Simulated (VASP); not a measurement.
**La: relaxation of cell and atoms with PBE**

La:

```xyz
4
Lattice="3.7700 0.0000 0.0000 -1.8850 3.2649 0.0000 0.0000 0.0000 12.1590" Properties=species:S:1:pos:R:3 pbc="T T T"
La    0.0000    0.0000    0.0000
La    0.0000    0.0000    6.0795
La    0.0000    2.1766    9.1193
La    1.8850    1.0883    3.0398
```

```yaml
Program: VASP 6.6.1
Task: relaxation of cell and atoms
Functional: PBE
Potentials_or_basis: VASP PAW PBE potentials, release 64 (La)
Cutoff: 520 eV
k_mesh: 11 × 11 × 3
Occupations: gaussian, width 0.1 eV
Spin: no spin polarisation
Further_INCAR_settings: ALGO = Normal; EDIFF = 1e-06; IBRION = 2; EDIFFG = -0.01; NSW = 90; ISIF = 3
```

| Property | Result |
| --- | --- |
| Relaxed volume | 37.28 Å³/atom |
| Relaxed cell | a = 3.773 Å, b = 3.773 Å, c = 12.095 Å, α = 90.00°, β = 90.00°, γ = 120.00° |
| Space group after relaxing (to 0.05 Å) | P6_3/mmc (No. 194) |
| Energy gained by relaxing | 0.2 meV/atom |
| Ionic steps | 6 |
| Pressure after relaxing | 0.0 GPa |
| Band gap on the k mesh | none (metal or under the smearing width) |

The path:
```
step  energy change (eV)  largest force (eV/Å)  pressure (GPa)  volume (Å³)
   1              0.0000                0.0000           -0.09       149.66
   2             -0.0006                0.0000           -0.02       149.22
   3             -0.0007                0.0000            0.02       149.00
   4             -0.0007                0.0000            0.04       148.93
   5             -0.0007                0.0000            0.03       148.95
   6             -0.0007                0.0000            0.00       149.10
```

Final structure:
```
La
1.0
     3.77280    0.00000    0.00000
    -1.88640    3.26734    0.00000
     0.00000    0.00000   12.09538
La
4
Direct
  0.00000 0.00000 0.00000
  0.00000 0.00000 0.50000
  0.33333 0.66667 0.75000
  0.66667 0.33333 0.25000
```

Levels at points of the mesh, in eV from the Fermi level:
```csv
k point,band 19,band 20,band 21,band 22,band 23,band 24,band 25,band 26
"(0.00, 0.00, 0.00)",-1.86,-1.75,0.50,0.63,1.24,1.24,1.28,1.30
```

It took 7.4 min on 1 thread of Intel(R) Xeon(R) Platinum 8259CL CPU @ 2.50GHz (Skylake/Cascade Lake), with other jobs on the host, peak memory 0.32 GiB.

The run has no spin-orbit coupling, so splittings on La are missing.
